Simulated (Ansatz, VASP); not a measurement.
# Hf2Pd2Se2Br2O3 in VASP and in Ansatz

```
CELL_PARAMETERS angstrom
7.63690 -1.72103 -1.18355
7.63690 1.72103 -1.18355
-2.03787 0.00000 13.13799
ATOMIC_POSITIONS crystal
Hf 0.94514 0.94514 0.06144
Hf 0.60628 0.60628 0.28309
Pd 0.17920 0.17920 0.50964
Pd 0.32286 0.32286 0.74307
Se 0.92232 0.92232 0.84566
Se 0.78991 0.78991 0.58800
Br 0.58645 0.58645 0.04520
Br 0.24604 0.24604 0.28651
O 0.59701 0.59701 0.42127
O 0.38554 0.38554 0.07302
O 0.03094 0.03094 0.22169
```

Change from the starting cell: volume scaled by 1.02.

Alike in both runs: task single point; functional PBE; k mesh 8 × 8 × 2; occupations fermi-dirac, width 0.05 eV; no spin polarisation.

```csv
,VASP,Ansatz
version,VASP 6.6.1,Ansatz 0.2.0
potentials or method,"VASP PAW PBE potentials, release 64 (Hf_pv, Pd, Se, Br, O)",Ansatz PAW
plane-wave cutoff (eV),520,420
valence electrons in the cell,84,152
```

```tsv
	VASP	Ansatz	Ansatz less VASP
gap on the k mesh at the Fermi level (eV)	0.81	0.82	+0.013
least direct gap on the mesh (eV)	0.85	0.86	+0.011
pressure (GPa)	-1.6	-1.3	+0.36
largest component of the traceless stress (GPa)	0.51	0.42	-0.093
rms of the force components (eV/Å)	0.159	0.120	-0.0386
```

Atom by atom the forces differ by 0.047 eV/Å (rms over components). The two sets of potentials don't hold the same shells in valence.

Caveats: spin-orbit coupling is left out, which moves the levels of the heavy elements. A k mesh can miss the band edges.
